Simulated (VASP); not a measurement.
Given:

```yaml
crystal:
  lattice:
    - [0.00000, 1.92824, 1.92824]
    - [1.92824, 0.00000, 1.92824]
    - [1.92824, 1.92824, 0.00000]
  atoms:
    - { symbol: Ir, position: [0.00000, 0.00000, 0.00000] }
```

Level of theory: LDA (Ceperley-Alder, Perdew-Zunger), VASP's LDA PAW potentials (set 64) (plane waves; VASP 6.6.1). Numerical set-up: 520 eV cut-off, 16×16×16 Γ-centred mesh, first-order Methfessel-Paxton smearing of 0.10 eV, potentials Ir.

Unless said otherwise, spin-orbit coupling is left out, though it shifts the bands of the heavy elements here.

Estimate the energy per atom (σ→0), pressure, band gap (on the k-mesh) with the smallest direct gap where there is one.

The band gap (on the k-mesh) is none (metal, semimetal or under 0.01 eV). The energy per atom (σ→0) comes out as -10.302 eV/atom and the pressure is -10.77 GPa.

Total energies compare only between runs with the same potentials, cut-off and functional.

The compound is Ir in the fcc structure. This cell is one point of a volume scan, at 1.03 of the reference volume.
